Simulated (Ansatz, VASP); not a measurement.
# ZnAu in two plane-wave programs

Aim: how closely do two programs agree when they are given the same cell, functional and k mesh? The cell is taken from a series of VASP runs on this material, whose earlier steps may have relaxed, scaled or displaced it; both programs get it as it stands.

Main program and level: Ansatz 0.2.0; plane waves, with VASP 6.6.1 beside it; relaxation of cell and atoms at LDA.

## Step 1: The starting structure

The structure is cubic, space group Pm-3m (No. 221). The conventional cell has a = 3.100 Å, b = 3.100 Å, c = 3.100 Å, α = 90.00°, β = 90.00°, γ = 90.00°. Au has 8 Zn at 2.68 Å nearest. Zn has 8 Au at 2.68 Å nearest. Farther neighbours are not listed.

## Step 2: VASP: relaxation of cell and atoms, LDA

The relaxed volume is the usual yardstick between codes: its relative difference is about their pressure difference at one cell divided by the bulk modulus.

Lines of VASP's logs that name or quote its potential files are left out, and so is its time.

Input file INCAR:

```
SYSTEM = ZnAu
PREC = Accurate
ENCUT = 450
EDIFF = 1E-06
NELM = 100
ISMEAR = 1
SIGMA = 0.15
LREAL = .FALSE.
ALGO = Normal
GGA = CA
NBANDS = 17
LORBIT = 11
LWAVE = .FALSE.
LCHARG = .FALSE.
KPAR = 4
IBRION = 2
NSW = 50
ISIF = 3
EDIFFG = -0.006
```

Input file POSCAR:

```
ZnAu
1.0
    3.0995791260      0.0000000000      0.0000000000
    0.0000000000      3.0995791260      0.0000000000
    0.0000000000      0.0000000000      3.0995791260
Au Zn
1 1
Direct
    0.0000000000      0.0000000000      0.0000000000
    0.5000000000      0.5000000000      0.5000000000
```

Input file KPOINTS:

```
Automatic mesh
0
Gamma
14 14 14
0 0 0
```

PAW data sets: Au and Zn (LDA family, release 64).

Run with:

```
> mpirun -np 4 vasp_std
```

Numbers of over 12 decimals in the logs are rounded to 6 here.

What it wrote:

```text
[banner, memory and clock lines left out]
running    4 mpi-ranks, on    1 nodes
 distrk:  each k-point on    1 cores,    4 groups
 distr:  one band on    1 cores,    1 groups

 POSCAR found type information on POSCAR AuZn
 POSCAR found :  2 types and       2 ions
 LDA part: xc-table for (Slater(with rela. corr.)+CA(PZ))
 , standard interpolation
 POSCAR, INCAR and KPOINTS ok, starting setup
 FFT: planning ... GRIDC
 FFT: planning ... GRID_SOFT
 FFT: planning ... GRID
 WAVECAR not read
 entering main loop
       N       E                     dE             d eps       ncg     rms          rms(c)
DAV:   1     0.113308668171E+03    0.11331E+03   -0.10667E+04  4241   0.161E+03
DAV:   2    -0.336356025209E+01   -0.11667E+03   -0.11223E+03  4187   0.297E+02
DAV:   3    -0.728794728924E+01   -0.39244E+01   -0.39045E+01  4641   0.622E+01
DAV:   4    -0.731696835534E+01   -0.29021E-01   -0.29014E-01  4666   0.464E+00
DAV:   5    -0.731728665969E+01   -0.31830E-03   -0.31830E-03  4593   0.511E-01    0.984E+00
DAV:   6    -0.680212940823E+01    0.51516E+00   -0.14958E+00  4296   0.141E+01    0.600E+00
DAV:   7    -0.676619104887E+01    0.35938E-01   -0.36642E-02  5800   0.403E+00    0.309E+00
DAV:   8    -0.675493495108E+01    0.11256E-01   -0.94451E-03  4390   0.104E+00    0.138E-01
DAV:   9    -0.675492059532E+01    0.14356E-04   -0.34404E-04  4972   0.321E-01    0.666E-02
DAV:  10    -0.675491918683E+01    0.14085E-05   -0.40880E-05  4637   0.679E-02    0.198E-02
DAV:  11    -0.675491848246E+01    0.70437E-06   -0.27194E-06  3781   0.263E-02
   1 F= -.67549185E+01 E0= -.67544341E+01  d E =-.675492E+01
 curvature:   0.00 expect dE= 0.000E+00 dE for cont linesearch  0.000E+00
 trial: gam= 0.00000 g(F)=  0.000E+00 g(S)=  0.376E-05 ort = 0.000E+00 (trialstep = 0.100E+01)
 search vector abs. value=  0.376E-05
 reached required accuracy - stopping structural energy minimisation
```

Parts of OUTCAR (step 2):

```text
ion  position               nearest neighbor table
   1  0.000  0.000  0.000-   2 2.68   2 2.68   2 2.68   2 2.68   2 2.68   2 2.68   2 2.68   2 2.68

  LATTYP: Found a simple cubic cell.
 ALAT       =     3.0995791260

 Subroutine GETGRP returns: Found 48 space group operations
 (whereof 48 operations were pure point group operations)

The static configuration has the point symmetry O_h .

 Found    120 irreducible k-points:

   k-points           NKPTS =    120   k-points in BZ     NKDIM =    120   number of bands    NBANDS=     17

   dimension x,y,z NGX =    24 NGY =   24 NGZ =   24
   dimension x,y,z NGXF=    48 NGYF=   48 NGZF=   48

   ENCUT  =  450.0 eV  33.07 Ry    5.75 a.u.   5.36  5.36  5.36*2*pi/ulx,y,z

   NELECT =      23.0000    total number of electrons

 k-points in reciprocal lattice and weights: Automatic mesh
   0.00000000  0.00000000  0.00000000       0.000
   0.07142857  0.00000000  0.00000000       0.002
   0.14285714  0.00000000  0.00000000       0.002
   0.21428571  0.00000000  0.00000000       0.002
   0.28571429  0.00000000  0.00000000       0.002
   0.35714286  0.00000000  0.00000000       0.002
   0.42857143  0.00000000  0.00000000       0.002
   0.50000000  0.00000000  0.00000000       0.001
   0.07142857  0.07142857  0.00000000       0.004
[...]
0.50000000  0.50000000  0.42857143       0.002
   0.50000000  0.50000000  0.50000000       0.000

 average (electrostatic) potential at core
       1 -66.9686       2 -33.4700

 E-fermi :   7.4709

 k-point     1 :       0.0000    0.0000    0.0000
  band No.  band energies     occupation
    ...
      7       1.8519      2.00000
      8       1.8519      2.00000
      9       3.6511      2.00000
     10       3.6511      2.00000
     11       3.6511      2.00000
     12      12.4603      0.00000
     13      12.4603      0.00000
     14      12.4603      0.00000
     15      16.7900      0.00000
     16      20.0342      0.00000
    ...

 k-point     2 :       0.0714    0.0000    0.0000
  band No.  band energies     occupation
    ...
      7       1.8343      2.00000
      8       1.8776      2.00000
      9       3.5737      2.00000
     10       3.5737      2.00000
     11       3.6423      2.00000
     12      11.7428      0.00000
     13      12.6429      0.00000
     14      12.6429      0.00000
     15      17.2451      0.00000
     16      19.9159      0.00000
    ...

 k-point     3 :       0.1429    0.0000    0.0000
  band No.  band energies     occupation
    ...
      7       1.7830      2.00000
      8       1.9495      2.00000
      9       3.3666      2.00000
     10       3.3666      2.00000
     11       3.6175      2.00000
     12      10.2853     -0.00000
     13      13.1656      0.00000
     14      13.1656      0.00000
     15      17.8270      0.00000
     16      19.5983      0.00000
    ...

  Total       -0.0072128     -0.0072128     -0.0072128      0.0000000      0.0000000      0.0000000
  in kB       -0.3880645     -0.3880645     -0.3880645      0.0000000      0.0000000      0.0000000
  external PRESSURE =      -0.3880645 kB  Pullay stress =       0.0000000 kB

  energy-cutoff  :      450.00
  volume of cell :       29.78
      direct lattice vectors                 reciprocal lattice vectors
     3.099579126  0.000000000  0.000000000     0.322624447  0.000000000  0.000000000
     0.000000000  3.099579126  0.000000000     0.000000000  0.322624447  0.000000000
     0.000000000  0.000000000  3.099579126     0.000000000  0.000000000  0.322624447

 POSITION                                       TOTAL-FORCE (eV/Angst)
 -----------------------------------------------------------------------------------
      0.00000      0.00000      0.00000         0.000000      0.000000      0.000000
      1.54979      1.54979      1.54979         0.000000      0.000000      0.000000
 -----------------------------------------------------------------------------------
    total drift:                                0.000000      0.000000     -0.000000

  FREE ENERGIE OF THE ION-ELECTRON SYSTEM (eV)
  ---------------------------------------------------
  free  energy   TOTEN  =        -6.7549184825 eV

  energy  without entropy=       -6.7534654824  energy(sigma->0) =       -6.75443415

 reached required accuracy - stopping structural energy minimisation

 total charge
# of ion       s       p       d       tot
------------------------------------------
    1        0.632   0.430   8.713   9.774
    2        0.543   0.495   9.778  10.815
--------------------------------------------------
tot          1.175   0.925  18.491  20.590

[... 3 further parts left out ...]
```

CONTCAR:

```
ZnAu
   1.00000000000000
     3.0995791260000001    0.0000000000000000    0.0000000000000000
     0.0000000000000000    3.0995791260000001    0.0000000000000000
     0.0000000000000000    0.0000000000000000    3.0995791260000001
  Au              Zn
     1     1
Direct
     0.0000000000000000    0.0000000000000000    0.0000000000000000
     0.5000000000000000    0.5000000000000000    0.5000000000000000
```

## Step 3: Ansatz: relaxation of cell and atoms, LDA

Ansatz runs on its default PAW (the set named soft_2) files.

The same cell, functional (in two slightly different forms), mesh and smearing now go to Ansatz, which takes its cutoff from its data sets.

Input file input.yaml:

```yaml
crystal:
  lattice:
    - [3.099579126, 0.0, 0.0]
    - [0.0, 3.099579126, 0.0]
    - [0.0, 0.0, 3.099579126]
  atoms:
    - { symbol: Au, position: [0.0, 0.0, 0.0] }
    - { symbol: Zn, position: [0.5, 0.5, 0.5] }
hamiltonian:
  xc: lda
  pseudopotentials: { kind: paw }
kpoints:
  mp_grid: { grid: [14, 14, 14] }
scf:
  occupations: { method: methfessel_paxton, width: 0.15 }
relax:
  f_tol: 0.01
  max_steps: 60
  cell: { stress_tol: 0.05 }
output:
  forces: true
  stress: true
```

Run with:

```
> ansatz run input.yaml --threads 4 --pin off --max-ram 9216MiB --backend cpu --events-out ev --progress --plain --runs-dir out
```

What it wrote:

```text
Engine: ansatz 0.2.0, aarch64-unknown-linux-gnu
Pseudopotentials: kind: paw
Pseudopotential: Au, paw, valence charge 19, recommended cutoff 420 eV (normal), Au.paw.azcp
Pseudopotential: Zn, paw, valence charge 12, recommended cutoff 420 eV (normal), Zn.paw.azcp
Functional definition: SPW92
  exchange = slater_x
  correlation = pw_c
Crystal: 2 atoms, lattice volume = 29.779 Å³
Basis set: ecut = 420 eV, 587 PW (Γ)
Bands: 20, of which v1, the nominal top of the filled ones, is band 16 counted from 1 (15 counted from 0)
Symmetry: 48 space group operations
Space group: Pm-3m (ITA 221), of the structure as read, at distance tolerance 3.1e-5 Å
k-points: 120 of 2744
Non-local potential: Au, projectors of the file, l = 0: 3, l = 1: 2, l = 2: 2, l = 3: 1
Non-local potential: Zn, projectors of the file, l = 0: 2, l = 1: 2, l = 2: 3, l = 3: 1
PAW form: soft (Blöchl's): semilocal exchange-correlation on the pseudo side does not see the compensation charge
PAW frozen core: Au, regenerated for the run's functional, and the local potential with it (the file was generated under x = pbe(κ = 0.804, μ = 0.219515), c = pbe(β = 0.066725))
PAW frozen core: Zn, regenerated for the run's functional, and the local potential with it (the file was generated under x = pbe(κ = 0.804, μ = 0.219515), c = pbe(β = 0.066725))
PAW one-centre angular grid: Au, 590 points (default); XC on 64 Gauss nodes
PAW one-centre angular grid: Zn, 590 points (default); XC on 64 Gauss nodes
Initial density: superposition of atomic densities (neutral atoms: chi_scale 0, normalization atom), corrected by the library's trained network
Initial wavefunctions: pseudopotential atomic-orbital guess
Functional: x = slater, c = lda
SCF iter   1: F=—  HF=-16111.658574 eV  |F-HF|=—  |Δ(HF+E_count)|=         —  Δρ=6.81e-3  dr2=5.77e-3  ethr=1.77e-3  ⟨swp⟩=5.0  Hψ=9966  notcnv=0
preconditioner: auto → none  [metal: Δε(μ)=0.062 eV  Ē_g=13.092 eV  σ=0.150 eV  W_gap=0.32  n_scr=6 (ndim 8)  ℏωp=32.6 eV  f_vac=0.000  D(μ)=0.80/eV (n_scr^D=6)  sad-step TF]
SCF iter   2: F=—  HF=-16111.658219 eV  |F-HF|=—  |Δ(HF+E_count)|=   3.55e-4  S|Δr|=    0.00e0  Δρ=2.80e-3  dr2=1.25e-3  ethr=1.86e-5  ⟨swp⟩=2.0  Hψ=4577  notcnv=0
SCF iter   3: F=—  HF=-16111.658047 eV  |F-HF|=—  |Δ(HF+E_count)|=   1.72e-4  S|Δr|=    0.00e0  Δρ=2.21e-3  dr2=8.59e-4  ethr=4.04e-6  ⟨swp⟩=2.0  Hψ=3716  notcnv=0
SCF iter   4: F=—  HF=-16111.657818 eV  |F-HF|=—  |Δ(HF+E_count)|=   2.29e-4  S|Δr|=    0.00e0  Δρ=6.93e-4  dr2=6.23e-5  ethr=2.77e-6  ⟨swp⟩=2.0  Hψ=3637  notcnv=0
SCF iter   5: F=—  HF=-16111.657807 eV  |F-HF|=—  |Δ(HF+E_count)|=   1.09e-5  S|Δr|=    0.00e0  Δρ=5.86e-5  dr2=4.79e-7  ethr=2.01e-7  ⟨swp⟩=2.4  Hψ=3611  notcnv=0
SCF iter   6: F=-16111.657807 eV  HF=-16111.657807 eV  |F-HF|=4.16e-8  |Δ(HF+E_count)|=   6.10e-7  S|Δr|=    0.00e0  Δρ=1.86e-5  dr2=6.47e-8  ethr=3.23e-10  ⟨swp⟩=4.6  Hψ=8639  notcnv=0
SCF 1 converged in 6 iterations: F = -16111.657807 eV  dr2 = 6.47e-8
  greatest PAW one-centre occupation: 1.003 electrons in one spin orbital (limit 2), on the Au atom at site 0 (counted from 0), in its partial waves of l = 0
relax step   1: F+E_penalty+E_count = -16111.65780734 eV  Δ(F+E_penalty+E_count) = +0.000e0 eV  max|allowed force component| = 1.630e-29 eV/Å  Δτ_max = 0.0000 Å  P = -0.644 GPa  Ω = 29.779 Å³  (6 SCF iters, dr2 threshold 1.00e-7 eV, accepted)
[...]
relax step   2: F+E_penalty+E_count = -16111.65806949 eV  Δ(F+E_penalty+E_count) = -2.622e-4 eV  max|allowed force component| = 3.944e-31 eV/Å  Δτ_max = 0.0000 Å  P = +0.314 GPa  Ω = 29.598 Å³  energy of the carried Pulay correction = +7.252e-5 eV  (5 SCF iters, dr2 threshold 2.00e-7 eV, accepted)
[...]
relax step   3: F+E_penalty+E_count = -16111.65810287 eV  Δ(F+E_penalty+E_count) = -3.337e-5 eV  max|allowed force component| = 1.709e-30 eV/Å  Δτ_max = 0.0000 Å  P = -0.002 GPa  Ω = 29.657 Å³  energy of the carried Pulay correction = +4.881e-5 eV  (4 SCF iters, dr2 threshold 2.00e-7 eV, accepted)
[...]
relax step   4: F+E_penalty+E_count = -16111.65804727 eV  Δ(F+E_penalty+E_count) = +5.559e-5 eV  max|allowed force component| = 5.259e-31 eV/Å  Δτ_max = 0.0000 Å  P = -0.002 GPa  Ω = 29.657 Å³  stress off target by 2.04e-3 GPa  SCF on the basis re-selected at this cell (its energy is not comparable with the rows above)  (5 SCF iters)
basis re-selected at this cell: Δ(F+E_penalty+E_count) = +5.559e-5 eV, ΔP = +0.000 GPa vs the last step (what re-selecting the basis moved, of the pressure what is left beyond the Pulay correction that the steps carried, after the strain that the cell walked since its last selection, with what the two solves' SCF thresholds leave and, on support functions, any second-order correction that the steps lacked; it is no m [...]
SCF converged after 5 iterations
Stability not checked: this state was not tested for a lower state beside it, because cold or Methfessel-Paxton smearing, or corrected tetrahedra, fill the levels in a way that the test cannot read (fill_not_monotonic; see scf.lower_state_search)
Free energy (F): -16111.658047 eV
Harris-Foulkes:  -16111.658047 eV  (|F-HF|=3.64e-12)
Internal energy: -16111.656454 eV  (E = F + TS)
E sigma→0 (E₀):  -16111.657649 eV
Entropy (-TS):   -0.001593 eV (-0.797 meV/atom)
Fermi energy:    17.791367 eV
--- Per-component energies (eV) ---
  E_band       = -149.981549
  E_kinetic    = 738.572156
  E_local      = -3154.187288  (includes V_loc(G=0)·N_el)
  E_nonlocal   = 695.540818
  E_hartree    = 1332.101919
  E_xc         = -364.068179
  E_vxc        = -330.934327  (∫ρ·V_xc dr)
  E_paw        = -11178.322265  (= ΣΔE_a)
  E_vpaw       = -763.177572  (= ΣTr[D̂ρ^β])
  E_aug_tail   = 0.000863  (compensation charges beyond the density's cutoff)
  E_ewald      = -4183.374337
  E_core_change = 2.079859  (= ΣΔE_core)
  E_smearing   = -0.001593  (= −TS)
  E_closure    = -0.000000  (closes the sum)
  Σ components = -16111.658047   (vs F -16111.658047, Δ=0.00e0)
--- Forces (eV/Å), atoms counted from 1 ---
  atom   1  Au    -0.00000000     0.00000000    -0.00000000
  atom   2  Zn    -0.00000000     0.00000000    -0.00000000
  max |Σ_I F_I| component: 2.89e-30 eV/Å
--- Stress (GPa, compression-positive) ---
       -0.002038       0.000000       0.000000
        0.000000      -0.002038       0.000000
        0.000000       0.000000      -0.002038
  P = ⅓ Tr σ = -0.0020 GPa (-0.020 kbar)
--- Relaxed structure (3 steps of the walk, 3 accepted, 1 SCFs on fresh bases) ---
  F+E_penalty+E_count = -16111.65804727 eV   max|allowed force component| = 5.259e-31 eV/Å   (the final SCF, on the basis selected at the relaxed cell)
  cell:  # Å, volume = 29.6572 Å³
    - [3.095351, 0, 0]
    - [0, 3.095351, 0.0]
    - [0, 0.0, 3.095351]
  atoms:
    - { symbol: Au, position: [0, 0, 0] }
    - { symbol: Zn, position: [0.5, 0.5, 0.5] }
```

Run time: 2.9 s. Hardware: 4 threads of Arm Neoverse V2, shared host; peak memory 0.44 GiB; 10 s of CPU time.

## Step 4: Comparison

Known differences besides the potentials themselves: the two LDA forms differ slightly; both relaxations stop at a tolerance, which leaves soft axes loose, and VASP keeps its plane-wave basis; the data sets hold 31 valence electrons in Ansatz (default PAW (the set named soft_2) files) and 23 in VASP; the cutoff is 420 eV in Ansatz and 450 eV in VASP; VASP's log shows a relativistic correction to its local exchange, Ansatz's none; Ansatz adds a Pulay correction to the stress that steers its cell, VASP none. Total energies have different zeros and are not compared.

The two programs side by side:

| quantity | Ansatz | VASP | difference |
| --- | --- | --- | --- |
| volume (Å³) | 29.66 | 29.78 | -0.41 % |
| edge a after relaxation, in the typed setting (Å) | 3.095 | 3.100 | -0.14 % |

The walks stopped with 0.00 GPa left in Ansatz and -0.04 GPa in VASP; each walk ends within a tolerance, so the volume difference is uncertain by about these residues over the bulk modulus, most in soft cells.

## Step 5: Results

```yaml
difference_in_volume_relaxation_of_cell_and_atoms_lda: -0.41 %
```

In words: The difference in volume is -0.41 % (relaxation of cell and atoms, LDA), within the 1.2 % picked in this series as the mark of a large difference, as far as the stopping tolerances let one tell. Such differences can come from data sets, numerical settings and the points named under the comparisons, not from the functional's error against experiment.

[Lines on the potential files, build, host, timing and source positions are cut from VASP's logs without a mark.]

[Logs are printed without paths, hosts, clocks, repeated set-up lines and the standing remarks that a program may print on its own settings, such as how far it seeks lower states.]

[Hosts, paths, dates, database ids (printed as entryN), source tags and the programs' standing remarks are cut or masked in the printed files.]
